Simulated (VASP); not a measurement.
VASP ran on this input.

### INCAR
```
SYSTEM = HfS2
PREC = Accurate
ENCUT = 520
EDIFF = 1E-6
NELM = 100
ALGO = Normal
LREAL = .FALSE.
LASPH = .TRUE.
ISMEAR = 0
SIGMA = 0.05
GGA = 91
LMAXMIX = 6
LWAVE = .FALSE.
LCHARG = .FALSE.
IBRION = 2
ISIF = 3
NSW = 60
EDIFFG = -0.02
```

**KPOINTS**
```
kpoints
0
G
  6 6 3
```

**POSCAR**
```
HfS2
1
    1.8258623598    -3.1624861556     0.0000000000
    1.8258623598     3.1624861556     0.0000000000
   -0.0000000000    -0.0000000000     6.9212570255
Hf S
1 2
Direct
  0.0000000000   0.0000000000   0.0000000000
  0.3333330000   0.6666670000   0.2079918505
  0.6666670000   0.3333330000   0.7920081495
```

POTCAR, in this order: Hf_pv S (PBE.64 set). Program: vasp_std.

Task: Write an equivalent input for Quantum ESPRESSO's pw.x.

Result: One equivalent input (not run):
```
&CONTROL
  calculation = 'vc-relax'
  pseudo_dir = './pseudo'
  outdir = './out'
  tprnfor = .true.
  tstress = .true.
  nstep = 60
  forc_conv_thr = 0.00078
/
&SYSTEM
  ibrav = 0
  nat = 3
  ntyp = 2
  ecutwfc = 58
  occupations = 'smearing'
  smearing = 'gaussian'
  degauss = 0.003675
  input_dft = 'pw91'
/
&ELECTRONS
  conv_thr = 7.3e-08
  electron_maxstep = 100
/
&IONS
/
&CELL
/
ATOMIC_SPECIES
  Hf 178.490 Hf.upf
  S 32.060 S.upf
CELL_PARAMETERS angstrom
     1.8258624   -3.1624862    0.0000000
     1.8258624    3.1624862    0.0000000
    -0.0000000   -0.0000000    6.9212570
ATOMIC_POSITIONS crystal
  Hf   0.0000000  0.0000000  0.0000000
  S    0.3333330  0.6666670  0.2079919
  S    0.6666670  0.3333330  0.7920081
K_POINTS automatic
  6 6 3 0 0 0
```
What does not carry over: the potentials are each code's own (VASP's PAW set, PseudoDojo norm-conserving files in pw.x), so ENCUT and ecutwfc are chosen apart and not converted; conv_thr bounds pw.x's estimated SCF error, while EDIFF bounds the energy change between steps; forc_conv_thr acts on force components and is met together with etot_conv_thr.

The compound is HfS2 in the 1T layered structure. It was relaxed first, which changed the volume by +20 %. The start is the result of an earlier pass.
